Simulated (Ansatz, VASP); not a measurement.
## Cross-check of Hf (Hafnium) between VASP and Ansatz

Aim: how closely do two programs agree when they are given the same cell, functional and k mesh? Of the first pair: The structure shown is the end of the Ansatz relaxation below.

Method: plane waves, with VASP 6.6.1 beside it; single point at LDA and zone-centre phonons at LDA, in Ansatz 0.2.0.

**1. Set-up**

The structure is hexagonal, space group P6_3/mmc (No. 194). The conventional cell has a = 3.185 Å, b = 3.185 Å, c = 5.026 Å, α = 90.00°, β = 90.00°, γ = 120.00°. Nearest to Hf lie 12 Hf at 3.11 to 3.19 Å.

**2. Ansatz: relaxation, LDA**

Ansatz runs on its PAW soft_1 files.

This run makes the geometry at which the two programs are then compared.

The input, input.yaml:

```yaml
crystal:
  lattice:
    - [3.1842020256, 0.0, 0.0]
    - [-1.5921010128, 2.757599845, 0.0]
    - [0.0, 0.0, 5.0287639392]
  atoms:
    - { symbol: Hf, position: [0.3333333333, 0.6666666667, 0.25] }
    - { symbol: Hf, position: [0.6666666667, 0.3333333333, 0.75] }
kpoints:
  mp_grid: { grid: [15, 15, 8] }
hamiltonian:
  xc: lda
  pseudopotentials: { kind: paw, azcp: { folder: soft_1 }, xc_functional: pbe }
scf:
  occupations: { method: methfessel_paxton, width: 0.2 }
output:
  forces: true
  stress: true
  eigenvalues: true
relax:
  adjacent_minimum: "off"
  f_tol: 0.001
  max_steps: 60
  cell: { stress_tol: 0.01, fix: [volume] }
```

Launch:

```sh
$ ansatz run input.yaml --threads 4 --pin off --max-ram 10240MiB --backend cpu --events-out ev --progress --plain --runs-dir out
```

Numbers of over 12 decimals in the logs are rounded to 6 here.

The program printed:

```text
Engine: ansatz 0.2.0, x86_64-unknown-linux-gnu
Pseudopotentials: kind: paw
Pseudopotential: Hf, paw, valence charge 26, recommended cutoff 420 eV (normal), soft_1/Hf.paw.azcp
Functional definition: SPW92
  exchange = slater_x
  correlation = pw_c
Crystal: 2 atoms, lattice volume = 44.156 Å³
Basis set: ecut = 420 eV, 857 PW (Γ)
Bands: 32, of which v1, the nominal top of the filled ones, is band 26 counted from 1 (25 counted from 0)
Symmetry: 24 space group operations
Space group: P63/mmc (ITA 194), of the structure as read, at distance tolerance 3.5e-5 Å
k-points: 135 of 1800
Non-local potential: Hf, projectors of the file, l = 0: 3, l = 1: 2, l = 2: 2, l = 3: 3
PAW form: soft (Blöchl's): semilocal exchange-correlation on the pseudo side does not see the compensation charge
PAW frozen core: Hf, regenerated for the run's functional, and the local potential with it (the file was generated under x = pbe(κ = 0.804, μ = 0.219515), c = pbe(β = 0.066725))
PAW one-centre angular grid: Hf, 590 points (default); XC on 64 Gauss nodes
Initial density: superposition of atomic densities (chi_scale 0.1, normalization cell)
Initial wavefunctions: pseudopotential atomic-orbital guess
Functional: x = slater, c = lda
SCF iter   1: F=—  HF=-30955.165365 eV  |F-HF|=—  |Δ(HF+E_count)|=         —  Δρ=3.34e-2  dr2=6.05e-1  ethr=3.10e-3  ⟨swp⟩=5.0  Hψ=14633  notcnv=0
preconditioner: auto → Kerker (q_TF=auto, 2.804 Å⁻¹)  [metal: Δε(μ)=0.012 eV  Ē_g=16.944 eV  σ=0.200 eV  W_gap=0.05  n_scr=22 (ndim 8)  ℏωp=38.7 eV  f_vac=0.000  D(μ)=1.33/eV (n_scr^D=8)]
SCF iter   2: F=—  HF=-30955.030524 eV  |F-HF|=—  |Δ(HF+E_count)|=   1.35e-1  S|Δr|=    0.00e0  Δρ=2.12e-2  dr2=2.42e-1  ethr=1.16e-3  ⟨swp⟩=1.8  Hψ=6486  notcnv=0  defer=8
SCF iter   3: F=—  HF=-30954.974330 eV  |F-HF|=—  |Δ(HF+E_count)|=   5.62e-2  S|Δr|=    0.00e0  Δρ=7.87e-3  dr2=3.17e-2  ethr=4.66e-4  ⟨swp⟩=2.0  Hψ=6806  notcnv=0  defer=17
SCF iter   4: F=—  HF=-30954.931966 eV  |F-HF|=—  |Δ(HF+E_count)|=   4.24e-2  S|Δr|=    0.00e0  Δρ=2.91e-3  dr2=1.92e-3  ethr=6.10e-5  ⟨swp⟩=2.0  Hψ=7829  notcnv=0  defer=17
SCF iter   5: F=—  HF=-30954.933123 eV  |F-HF|=—  |Δ(HF+E_count)|=   1.16e-3  S|Δr|=    0.00e0  Δρ=6.75e-4  dr2=1.99e-4  ethr=3.70e-6  ⟨swp⟩=2.3  Hψ=7472  notcnv=0  defer=17
SCF iter   6: F=—  HF=-30954.933266 eV  |F-HF|=—  |Δ(HF+E_count)|=   1.44e-4  S|Δr|=    0.00e0  Δρ=1.64e-4  dr2=1.06e-5  ethr=3.83e-7  ⟨swp⟩=2.1  Hψ=7822  notcnv=0  defer=17
SCF iter   7: F=—  HF=-30954.933281 eV  |F-HF|=—  |Δ(HF+E_count)|=   1.48e-5  S|Δr|=    0.00e0  Δρ=3.60e-5  dr2=6.13e-7  ethr=2.04e-8  ⟨swp⟩=2.5  Hψ=8177  notcnv=0  defer=56
SCF iter   8: F=-30954.933281 eV  HF=-30954.933281 eV  |F-HF|=1.21e-8  |Δ(HF+E_count)|=   1.46e-8  S|Δr|=    0.00e0  Δρ=6.55e-6  dr2=2.11e-8  ethr=1.92e-10  ⟨swp⟩=11.1  Hψ=25864  notcnv=0
SCF 1 converged in 8 iterations: F = -30954.933281 eV  dr2 = 2.11e-8
  greatest PAW one-centre occupation: 0.998 electrons in one spin orbital (limit 2), on the Hf atom at site 1 (counted from 0), in its partial waves of l = 3
relax step   1: F+E_penalty+E_count = -30954.93328116 eV  Δ(F+E_penalty+E_count) = +0.000e0 eV  max|allowed force component| = 4.626e-17 eV/Å  Δτ_max = 0.0000 Å  P = -6.368 GPa  Ω = 44.156 Å³  fix = [volume]  reactions: volume -6.368 GPa  (8 SCF iters, dr2 threshold 1.00e-7 eV, accepted)
[...]
relax step   2: F+E_penalty+E_count = -30954.93328846 eV  Δ(F+E_penalty+E_count) = -7.301e-6 eV  max|allowed force component| = 6.291e-16 eV/Å  Δτ_max = 0.0000 Å  P = -6.365 GPa  Ω = 44.156 Å³  energy of the carried Pulay correction = -9.928e-8 eV  fix = [volume]  reactions: volume -6.365 GPa  (4 SCF iters, dr2 threshold 1.03e-8 eV, accepted)
[...]
relax step   3: F+E_penalty+E_count = -30954.93328878 eV  Δ(F+E_penalty+E_count) = -3.148e-7 eV  max|allowed force component| = 2.163e-16 eV/Å  Δτ_max = 0.0000 Å  P = -6.365 GPa  Ω = 44.156 Å³  energy of the carried Pulay correction = -8.300e-8 eV  fix = [volume]  reactions: volume -6.365 GPa  (4 SCF iters, dr2 threshold 3.97e-10 eV, accepted)
[...]
relax step   4: F+E_penalty+E_count = -30954.93328948 eV  Δ(F+E_penalty+E_count) = -7.082e-7 eV  max|allowed force component| = 2.163e-16 eV/Å  Δτ_max = 0.0000 Å  P = -6.365 GPa  Ω = 44.156 Å³  fix = [volume]  reactions: volume -6.365 GPa  stress off target by 1.09e-4 GPa on what of the cell is left free  SCF on the basis re-selected at this cell (its energy is not comparable with the rows above)  (4 SCF iters)
basis re-selected at this cell: Δ(F+E_penalty+E_count) = -7.082e-7 eV, ΔP = -0.000 GPa vs the last step (what re-selecting the basis moved, of the pressure what is left beyond the Pulay correction that the steps carried, after the strain that the cell walked since its last selection, with what the two solves' SCF thresholds leave and, on support functions, any second-order correction that the steps lacked; it is no m [...]
SCF converged after 4 iterations
Stability not checked: this state was not tested for a lower state beside it, because cold or Methfessel-Paxton smearing, or corrected tetrahedra, fill the levels in a way that the test cannot read (fill_not_monotonic; see scf.lower_state_search)
Free energy (F): -30954.933289 eV
Harris-Foulkes:  -30954.933289 eV  (|F-HF|=7.28e-12)
Internal energy: -30954.937499 eV  (E = F + TS)
E sigma→0 (E₀):  -30954.934342 eV
Entropy (-TS):   0.004210 eV (2.105 meV/atom)
Fermi energy:    18.099532 eV
--- Per-component energies (eV) ---
  E_band       = -22.099253
  E_kinetic    = 819.975262
  E_local      = -12590.132100  (includes V_loc(G=0)·N_el)
  E_nonlocal   = 142.918381
  E_hartree    = 6123.051903
  E_xc         = -529.041175
  E_vxc        = -510.189706  (∫ρ·V_xc dr)
  E_paw        = -14906.858105  (= ΣΔE_a)
  E_vpaw       = -130.775142  (= ΣTr[D̂ρ^β])
  E_aug_tail   = 0.000224  (compensation charges beyond the density's cutoff)
  E_ewald      = -10019.766064
  E_core_change = 4.914176  (= ΣΔE_core)
  E_smearing   = 0.004210  (= −TS)
  E_closure    = -0.000000  (closes the sum)
  Σ components = -30954.933289   (vs F -30954.933289, Δ=0.00e0)
--- Forces (eV/Å), atoms counted from 1 ---
  atom   1  Hf    -0.00000000    -0.00000000    -0.00000000
  atom   2  Hf    -0.00000000     0.00000000     0.00000000
  max |Σ_I F_I| component: 7.40e-17 eV/Å
--- Stress (GPa, compression-positive) ---
       -6.365267       0.000000       0.000000
       -0.000000      -6.365267       0.000000
        0.000000       0.000000      -6.365430
  P = ⅓ Tr σ = -6.3653 GPa (-63.653 kbar)
--- Band table (eV; the first three rows and the last of 135) ---
  k-point 0: bands = [... 22 lower, 10.6883, 14.3319, 18.9182, 19.1900, 19.1900, 19.5030, 20.0225, 20.0225, ... 2 higher]
  k-point 1: bands = [... 22 lower, 10.8358, 14.2651, 18.6874, 19.1021, 19.1021, 19.3777, 19.8999, 19.8999, ... 2 higher]
  k-point 2: bands = [... 22 lower, 11.2621, 14.0040, 18.2667, 18.9771, 18.9771, 19.0430, 19.6131, 19.6131, ... 2 higher]
  k-point 134: bands = [... 22 lower, 16.2642, 16.2642, 16.6319, 16.6319, 17.9421, 17.9421, 20.5654, 20.5654, ... 2 higher]
--- Relaxed structure (3 steps of the walk, 3 accepted, 1 SCFs on fresh bases) ---
  F+E_penalty+E_count = -30954.93328948 eV   max|allowed force component| = 2.163e-16 eV/Å   (the final SCF, on the basis selected at the relaxed cell)
  cell:  # Å, volume = 44.1563 Å³
    - [3.185126, 0, 0]
    - [-1.592563, 2.758400, 0]
    - [0, 0, 5.025848]
  atoms:
    - { symbol: Hf, position: [0.333333, 0.666667, 0.25] }
    - { symbol: Hf, position: [0.666667, 0.333333, 0.75] }
```

**3. VASP: single point, LDA**

The same cell, functional (in two slightly different forms), mesh and smearing now go to VASP, with its own data sets.

Lines of VASP's logs that name or quote its potential files are left out, and so is its time.

The input, INCAR:

```
SYSTEM = Hf
PREC = Accurate
ENCUT = 500
EDIFF = 1E-06
NELM = 120
ISMEAR = 1
SIGMA = 0.2
LREAL = .FALSE.
ALGO = Normal
GGA = CA
NBANDS = 16
LASPH = .TRUE.
LORBIT = 11
LWAVE = .FALSE.
LCHARG = .FALSE.
ISIF = 2
GGA_COMPAT = .FALSE.
KPAR = 2
```

The input, POSCAR:

```
Hf
1.0
    3.1851257600      0.0000000000      0.0000000000
   -1.5925628800      2.7583998224      0.0000000000
    0.0000000000      0.0000000000      5.0258475280
Hf
2
Direct
    0.3333333333      0.6666666667      0.2500000000
    0.6666666667      0.3333333333      0.7500000000
```

The input, KPOINTS:

```
Automatic mesh
0
Gamma
15 15 8
0 0 0
```

The projector-augmented-wave data sets are Hf_pv (LDA family, release 64).

Launch:

```sh
$ mpirun -np 2 vasp_std
```

The program printed:

```text
[banner, memory and clock lines left out]
running    2 mpi-ranks, on    1 nodes
 distrk:  each k-point on    1 cores,    2 groups
 distr:  one band on    1 cores,    1 groups

 POSCAR found type information on POSCAR Hf
 POSCAR found :  1 types and       2 ions
 LDA part: xc-table for (Slater(with rela. corr.)+CA(PZ))
 , standard interpolation
 POSCAR, INCAR and KPOINTS ok, starting setup
 FFT: planning ... GRIDC
 FFT: planning ... GRID_SOFT
 FFT: planning ... GRID
 WAVECAR not read
 entering main loop
       N       E                     dE             d eps       ncg     rms          rms(c)
DAV:   1     0.445729338957E+02    0.44573E+02   -0.11430E+04  4360   0.116E+03
DAV:   2    -0.205986191283E+02   -0.65172E+02   -0.63725E+02  5672   0.246E+02
DAV:   3    -0.221000194804E+02   -0.15014E+01   -0.14914E+01  5800   0.258E+01
DAV:   4    -0.221116273684E+02   -0.11608E-01   -0.11603E-01  5288   0.273E+00
DAV:   5    -0.221117782652E+02   -0.15090E-03   -0.15089E-03  5688   0.255E-01    0.655E+01
DAV:   6    -0.215446237100E+02    0.56715E+00   -0.51511E-01  5184   0.464E+00    0.385E+01
DAV:   7    -0.213481596099E+02    0.19646E+00   -0.80821E-01  5296   0.559E+00    0.186E+00
DAV:   8    -0.213382463339E+02    0.99133E-02   -0.50113E-02  5016   0.154E+00    0.335E-01
DAV:   9    -0.213383297495E+02   -0.83416E-04   -0.10440E-03  5920   0.236E-01    0.179E-01
DAV:  10    -0.213383243123E+02    0.54372E-05   -0.45126E-05  5216   0.478E-02    0.179E-01
DAV:  11    -0.213383216534E+02    0.26588E-05   -0.41168E-06  5408   0.129E-02    0.107E-02
DAV:  12    -0.213383216085E+02    0.44938E-07   -0.36631E-07  3048   0.427E-03
   1 F= -.21338322E+02 E0= -.21339687E+02  d E =0.409472E-02
```

OUTCAR, selected parts (step 3):

```text
ion  position               nearest neighbor table
   1  0.333  0.667  0.250-   2 3.11   2 3.11   2 3.11   2 3.11   2 3.11   2 3.11
   2  0.667  0.333  0.750-   1 3.11   1 3.11   1 3.11   1 3.11   1 3.11   1 3.11

  LATTYP: Found a hexagonal cell.
 ALAT       =     3.1851257600
 C/A-ratio  =     1.5779118021

 Subroutine GETGRP returns: Found 24 space group operations
 (whereof 12 operations were pure point group operations)

The static configuration has the point symmetry D_3d.
 The point group associated with its full space group is D_6h.

 Found    135 irreducible k-points:

   k-points           NKPTS =    135   k-points in BZ     NKDIM =    135   number of bands    NBANDS=     16

   dimension x,y,z NGX =    24 NGY =   24 NGZ =   40
   dimension x,y,z NGXF=    48 NGYF=   48 NGZF=   80

   ENCUT  =  500.0 eV  36.75 Ry    6.06 a.u.   5.81  5.81  9.16*2*pi/ulx,y,z

   NELECT =      20.0000    total number of electrons

 k-points in reciprocal lattice and weights: Automatic mesh
   0.00000000  0.00000000  0.00000000       0.001
   0.06666667 -0.00000000  0.00000000       0.003
   0.13333333 -0.00000000  0.00000000       0.003
   0.20000000  0.00000000  0.00000000       0.003
   0.26666667 -0.00000000  0.00000000       0.003
   0.33333333 -0.00000000  0.00000000       0.003
   0.40000000  0.00000000  0.00000000       0.003
   0.46666667 -0.00000000  0.00000000       0.003
   0.06666667  0.06666667  0.00000000       0.003
[...]
0.33333333  0.26666667  0.50000000       0.007
   0.33333333  0.33333333  0.50000000       0.001

 average (electrostatic) potential at core
       1 -37.5605       2 -37.5605

 E-fermi :   4.8983

 k-point     1 :       0.0000    0.0000    0.0000
  band No.  band energies     occupation
    ...
      4     -25.1248      2.00000
      5     -25.1203      2.00000
      6     -25.1203      2.00000
      7      -2.4772      2.00000
      8       1.1444      2.00000
      9       5.7476     -0.00000
     10       5.9898     -0.00000
     11       5.9898     -0.00000
     12       6.2990     -0.00000
     13       6.8225     -0.00000
    ...

 k-point     2 :       0.0667   -0.0000    0.0000
  band No.  band energies     occupation
    ...
      4     -25.1480      2.00000
      5     -25.1305      2.00000
      6     -25.1237      2.00000
      7      -2.3397      2.00000
      8       1.2801      2.00000
      9       5.5419     -0.00005
     10       5.6259     -0.00000
     11       6.1186     -0.00000
     12       6.5766     -0.00000
     13       6.6857     -0.00000
    ...

 k-point     3 :       0.1333   -0.0000    0.0000
  band No.  band energies     occupation
    ...
      4     -25.2252      2.00000
      5     -25.1478      2.00000
      6     -25.1339      2.00000
      7      -1.9404      2.00000
      8       1.6597      2.00000
      9       5.0141      0.17912
     10       5.0775     -0.02146
     11       6.2869     -0.00000
     12       6.5004     -0.00000
     13       6.9117     -0.00000
    ...

  Total       -1.7420466     -1.7420466     -1.7536510     -0.0000000      0.0000000      0.0000000
  in kB      -63.2087547    -63.2087547    -63.6298118     -0.0000000      0.0000000      0.0000000
  external PRESSURE =     -63.3491071 kB  Pullay stress =       0.0000000 kB

  energy-cutoff  :      500.00
  volume of cell :       44.16
      direct lattice vectors                 reciprocal lattice vectors
     3.185125760  0.000000000  0.000000000     0.313959346  0.181264513  0.000000000
    -1.592562880  2.758399822  0.000000000     0.000000000  0.362529026  0.000000000
     0.000000000  0.000000000  5.025847528     0.000000000  0.000000000  0.198971416

 POSITION                                       TOTAL-FORCE (eV/Angst)
 -----------------------------------------------------------------------------------
     -0.00000      1.83893      1.25646        -0.000000     -0.000000      0.000000
      1.59256      0.91947      3.76939         0.000000      0.000000      0.000000
 -----------------------------------------------------------------------------------
    total drift:                               -0.000000      0.000000     -0.000000

  FREE ENERGIE OF THE ION-ELECTRON SYSTEM (eV)
  ---------------------------------------------------
  free  energy   TOTEN  =       -21.3383216085 eV

  energy  without entropy=      -21.3424163310  energy(sigma->0) =      -21.33968652

 total charge
# of ion       s       p       d       tot
------------------------------------------
    1        0.400   6.383   1.597   8.380
    2        0.400   6.383   1.597   8.380
--------------------------------------------------
tot          0.800  12.766   3.194  16.760

[... 3 further parts left out ...]
```

Harder data sets than Hf_pv exist (the GW ones), and pressures, volumes and forces can shift noticeably with them.

**4. Side by side**

Known differences besides the potentials themselves: the two LDA forms differ slightly; the data sets hold 52 valence electrons in Ansatz (on its PAW soft_1 files) and 20 in VASP; the cutoff is 420 eV in Ansatz and 500 eV in VASP; VASP's log shows a relativistic correction to its local exchange, Ansatz's none; Ansatz's pressure holds a Pulay correction, VASP's none. Total energies have different zeros and are not compared.

Compared:

```csv
quantity,Ansatz,VASP,difference
pressure (GPa),-6.37,-6.33,-0.03
```

(Part 1 of 2 ends here.)

[Lines on the potential files, build, host, timing and source positions are cut from VASP's logs without a mark.]

[Logs are printed without paths, hosts, clocks, repeated set-up lines and the standing remarks that a program may print on its own settings, such as how far it seeks lower states.]

[Hosts, paths, dates, database ids (printed as entryN), source tags and the programs' standing remarks are cut or masked in the printed files.]
